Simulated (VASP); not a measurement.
Energy against volume of GaN (wurtzite). Level of theory: PBE GGA, VASP's PBE PAW potentials (set 64) (plane waves; VASP). Numerical set-up: 520 eV cut-off, 9×9×5 Γ-centred mesh, Gaussian smearing of 0.050 eV, potentials Ga_d N.

Shape and ions are relaxed at each volume.

| V (Å³/atom) | E (eV/atom) |
|---|---|
| 11.407 | -6.07562 |
| 11.760 | -6.08191 |
| 12.113 | -6.07689 |
| 12.466 | -6.06227 |

Problem. Fit these four points and predict the energy of the run at 11.055 Å³/atom.

Solution. A cubic in V^(−2/3), the third-order Birch-Murnaghan form, passes through the four points with V0 = 11.77 Å³/atom and B0 = 170 GPa, and gives -6.0560 eV/atom there. The run gave -6.0560 eV/atom, +0.0 meV/atom from the fit; all five points give B0 = 170 GPa.

The compound is GaN in the wurtzite structure. It was relaxed first.
